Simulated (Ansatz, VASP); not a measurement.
# Two plane-wave programs on GeCN2

The input INCAR:

```
ALGO = Normal
EDIFF = 1E-7
ENCUT = 520
GGA = PE
ISIF = 2
ISMEAR = 0
IVDW = 12
LASPH = T
LCHARG = F
LREAL = F
LWAVE = F
NBANDS = 22
NELM = 80
PREC = Accurate
SIGMA = 0.1
```

Contents of KPOINTS:

```
k-points
0
Gamma
  6 6 6
```

POSCAR

```
GeCN2
1.0
    1.7937903697      1.0356453528      4.9219572124
   -1.7937903697      1.0356453528      4.9219572124
    0.0000000000     -2.0712907057      4.9219572124
Ge C N
1 1 2
Direct
    0.0000000000      0.0000000000      0.0000000000
    0.5000000000      0.5000000000      0.5000000000
    0.4160956000      0.4160956000      0.4160956000
    0.5839044000      0.5839044000      0.5839044000
```

Input for Ansatz:

```yaml
crystal:
  lattice:
    - [1.7937903697, 1.0356453528, 4.9219572124]
    - [-1.7937903697, 1.0356453528, 4.9219572124]
    - [0.0, -2.0712907057, 4.9219572124]
  atoms:
    - { symbol: Ge, position: [0.0, 0.0, 0.0] }
    - { symbol: C, position: [0.5, 0.5, 0.5] }
    - { symbol: "N", position: [0.4160956, 0.4160956, 0.4160956] }
    - { symbol: "N", position: [0.5839044, 0.5839044, 0.5839044] }
basis:
  ecutwfc: 420
kpoints:
  mp_grid: { grid: [6, 6, 6] }
hamiltonian:
  xc: pbe
  dispersion: d3bj
scf:
  occupations: { method: gaussian, width: 0.1 }
output:
  forces: true
  stress: true
  eigenvalues: true
```

The cell comes from a database or a generator and needn't be the stable form of this composition.

Alike in both runs: task single point; functional PBE; dispersion D3(BJ); k mesh 6 × 6 × 6; occupations gaussian, width 0.1 eV; no spin polarisation.

|  | VASP | Ansatz |
| --- | --- | --- |
| version | VASP 6.6.1 | Ansatz 0.2.0 |
| potentials or method | VASP PAW PBE potentials, release 64 (Ge_d, C, N) | scalar-relativistic, plane waves, PAW |
| plane-wave cutoff (eV) | 520 | 420 |
| valence electrons in the cell | 28 | 28 |

VASP gave:

```
gap on the k mesh at the Fermi level (eV)       : 1.04
least direct gap on the mesh (eV)               : 2.04
pressure (GPa)                                  : 3.3
largest component of the traceless stress (GPa) : 0.93
rms of the force components (eV/Å)              : 0.166
```

Problem. What did Ansatz give for the same quantities?

Solution. gap on the k mesh at the Fermi level (eV): 1.04; least direct gap on the mesh (eV): 2.04; pressure (GPa): 3.1; largest component of the traceless stress (GPa): 1.43; rms of the force components (eV/Å): 0.204.

Atom by atom the forces differ by 0.037 eV/Å (rms over components). The functional is the same, so the differences come from potentials, cutoffs and numerics. Ansatz warned: «dispersion_switch_in_reach».

Caveats: the standard files for N, O and F lose accuracy on very short bonds. A k mesh can miss the band edges.
